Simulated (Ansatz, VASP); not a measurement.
# PbC in VASP and in Ansatz

Contents of INCAR:

```
PREC = Accurate ; ENCUT = 520
EDIFF = 1E-6 ; ISMEAR = 0
SIGMA = 0.05 ; LREAL = False
LASPH = True ; NELM = 60
ALGO = Normal ; ISIF = 2
LWAVE = False ; LCHARG = True
GGA = PE ; LELF = True
LVHAR = True ; NBANDS = 16
```

File KPOINTS:

```
regular mesh
0
Gamma
  6 6 6
```

The input POSCAR:

```
PbC
1.0
    3.1523324698      0.0000000000      0.0000000000
    0.0000000000      3.1523324698      0.0000000000
    0.0000000000      0.0000000000      3.1523324698
C Pb
1 1
Direct
    0.0000000000      0.0000000000      0.0000000000
    0.5000000000      0.5000000000      0.5000000000
```

Input for Ansatz:

```yaml
crystal:
  lattice:
    - [3.1523324698, 0.0, 0.0]
    - [0.0, 3.1523324698, 0.0]
    - [0.0, 0.0, 3.1523324698]
  atoms:
    - { symbol: C, position: [0.0, 0.0, 0.0] }
    - { symbol: Pb, position: [0.5, 0.5, 0.5] }
basis:
  ecutwfc: 420
kpoints:
  mp_grid: { grid: [6, 6, 6] }
hamiltonian:
  xc: pbe
scf:
  occupations: { method: gaussian, width: 0.05 }
output:
  forces: true
  stress: true
  eigenvalues: true
```

The cell comes from a database or a generator and needn't be the stable form of this composition.

Alike in both runs: task single point; functional PBE; k mesh 6 × 6 × 6; occupations gaussian, width 0.05 eV; no spin polarisation.

|  | VASP | Ansatz |
| --- | --- | --- |
| version | VASP 6.6.1 | Ansatz 0.2.0 |
| potentials or method | VASP PAW PBE potentials, release 64 (C, Pb_d) | scalar-relativistic, plane waves, PAW |
| plane-wave cutoff (eV) | 520 | 420 |
| valence electrons in the cell | 18 | 18 |

```csv
,VASP,Ansatz,Ansatz less VASP
gap on the k mesh at the Fermi level (eV),none,none,-
pressure (GPa),11.4,11.4,+0.01
```

A gap of «none» marks a metal or a gap that the smearing closes. The functional is the same, so the differences come from potentials, cutoffs and numerics.

Spin-orbit coupling is left out, which matters for the levels of Pb.
